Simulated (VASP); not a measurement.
```
Al36N35
1.0
    4.69327    -8.12898     0.00000
    4.69327     8.12898     0.00000
    0.00000     0.00000    10.01920
Al N
36 35
Cartesian
  1.53710  -0.91049   2.47234
  1.55895   0.89945  10.01526
  1.56866  -0.88898   7.48606
  1.56935   0.90527   5.01424
  3.12706   1.78351   2.50795
  3.12511   3.60990   0.02682
  3.11238   1.82668   7.54524
  3.13266   3.61417   5.01740
  4.68323   4.50786   2.49828
  4.69279   6.31648  10.01472
  4.69447   4.51796   7.51991
  4.68996   6.31240   5.00766
  3.11172  -3.63844   2.47250
  3.09598  -1.82666   9.94600
  3.14315  -3.61567   7.48568
  3.03293  -1.86476   4.95508
  4.60581  -0.95804   2.28895
  4.68911   0.90809   9.99048
  4.71840  -0.88714   7.49528
  4.75632   1.00454   5.12958
  6.25081   1.78914   2.48581
  6.25252   3.61504  10.01432
  6.28978   1.83026   7.54950
  6.24824   3.61401   5.00751
  4.69278  -6.32679   2.50376
  4.68860  -4.52134  10.01527
  4.69960  -6.31903   7.51710
  4.69881  -4.51655   5.01452
  6.23927  -3.60795   2.50724
  6.26089  -1.81380   9.98986
  6.26560  -3.63585   7.54489
  6.37684  -1.80432   5.12720
  7.80560  -0.90493   2.48558
  7.82956   0.90691   0.01252
  7.85710  -0.88569   7.54870
  7.83381   0.90910   5.01470
  1.54495  -0.89519   4.40029
  1.56073   0.89329   1.91624
  1.55195  -0.90110   9.39133
  1.57183   0.91242   6.92165
  3.16441   1.77013   4.43912
  3.11305   3.60087   1.94765
  3.11875   1.81159   9.44982
  3.13159   3.61606   6.92585
  4.68999   4.51310   4.42067
  4.66866   6.31188   1.91060
  4.68496   4.51120   9.43441
  4.70328   6.32324   6.91644
  3.12794  -3.63724   4.40032
  3.04291  -1.85943   1.82183
  3.12569  -3.62669   9.39091
  3.16318  -1.78636   6.85359
  4.68390   0.87869   1.90861
  4.68141  -0.91082   9.42757
  4.70040   0.94610   7.00481
  6.27261   1.81235   4.40459
  6.23849   3.59310   1.91021
  6.26592   1.80750   9.44921
  6.26258   3.62337   6.91650
  4.70857  -6.31629   4.42237
  4.68558  -4.52037   1.91614
  4.69386  -6.32354   9.43132
  4.70482  -4.51419   6.92164
  6.24475  -3.56656   4.43849
  6.23557  -1.80774   1.90686
  6.25758  -3.62540   9.44933
  6.29637  -1.82020   7.00297
  7.83473  -0.89496   4.40481
  7.82088   0.89957   1.92499
  7.82743  -0.89715   9.44822
  7.82886   0.90836   6.92919
```
Cell charge +1.

Level of theory: HSE06 screened hybrid, VASP's PBE PAW potentials (set 64) (plane waves; VASP). Settings: PREC = Normal, LREAL = Auto, ISYM = 0, NELECT = 282.0, EDIFF = 1E-5, 400 eV cut-off, 1×1×1 Γ-centred mesh, Gaussian smearing of 0.050 eV, potentials Al N. Starting moments (MAGMOM): 71*0.0282. The cell's moment is fixed (NUPDOWN = 2).

The cell is charged, with a uniform compensating background. The supercell is sampled at Γ alone, which is coarse: total energies, pressure and levels can be off, energies of defects by several tenths of an eV.

What does the run give for the cell moment, energy per atom (σ→0)?

| Quantity | Value |
|---|---|
| cell moment | 2.00 μB |
| energy per atom (σ→0) | -8.686 eV/atom |

Give the moment on each site (PAW-sphere projection).

```
site  moment (μB)
----  -----------
Al1          0.00
Al2          0.00
Al3          0.00
Al4          0.00
Al5          0.00
Al6          0.00
Al7          0.00
Al8          0.01
Al9          0.00
Al10         0.00
Al11         0.00
Al12         0.01
Al13         0.00
Al14         0.01
Al15         0.00
Al16         0.05
Al17         0.07
Al18         0.00
Al19         0.00
Al20         0.06
Al21         0.00
Al22         0.00
Al23         0.00
Al24         0.01
Al25         0.00
Al26         0.00
Al27         0.00
Al28         0.00
Al29         0.00
Al30         0.00
Al31         0.00
Al32         0.06
Al33         0.00
Al34         0.00
Al35         0.00
Al36         0.00
N37          0.02
N38          0.00
N39          0.00
N40          0.00
N41          0.01
N42          0.00
N43          0.00
N44          0.00
N45          0.00
N46          0.00
N47          0.00
N48          0.00
N49          0.02
N50          0.06
N51          0.00
N52          0.03
N53          0.03
N54          0.00
N55          0.05
N56          0.02
N57          0.00
N58          0.00
N59          0.00
N60          0.00
N61          0.00
N62          0.00
N63          0.00
N64          0.01
N65          0.03
N66          0.00
N67          0.05
N68          0.02
N69          0.00
N70          0.00
N71          0.00
```

Only differences to runs with the same potentials and settings are physical.

The cell is a supercell with a defect, built from AlN (wurtzite): vac_N, charge +1. The cell's shape comes from a PBE relaxation.
